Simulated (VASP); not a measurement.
Consider the following.

```xyz
8
Lattice="5.3357 0.0000 0.0000 0.0000 5.3357 0.0000 0.0000 0.0000 3.9182" Properties=species:S:1:pos:R:3 pbc="T T T"
W      2.6679     0.0000     3.6831
W      0.0000     2.6679     0.2350
O      2.6679     0.0000     1.9116
O      0.0000     2.6679     2.0066
O      1.3339     1.3339     0.0000
O      1.3339     4.0018     3.9182
O      4.0018     4.0018     0.0000
O      4.0018     1.3339     0.0000
```

Calculation: PBEsol GGA, VASP's PBE PAW potentials (set 64) (plane waves; VASP). Numerical set-up: 520 eV cut-off, 5×5×6 Γ-centred mesh, tetrahedra with Blöchl corrections, potentials W_sv O.

**Question.** The job: WO₃ (space group P4/nmm), 8 atoms, PBEsol, static run, 520 eV, 5×5×6 Γ-centred mesh. Roughly how much core time does it take on a busy server core?

**Answer.** About 2 core-minutes (one run on a shared machine, a rough figure). It had 24 irreducible k-points, 38 bands, up to 3018 plane waves and 16 electronic steps.

The structure comes from a computed database's WO3 entry (P4/nmm); how it stands against other phases isn't given here. It was relaxed first.
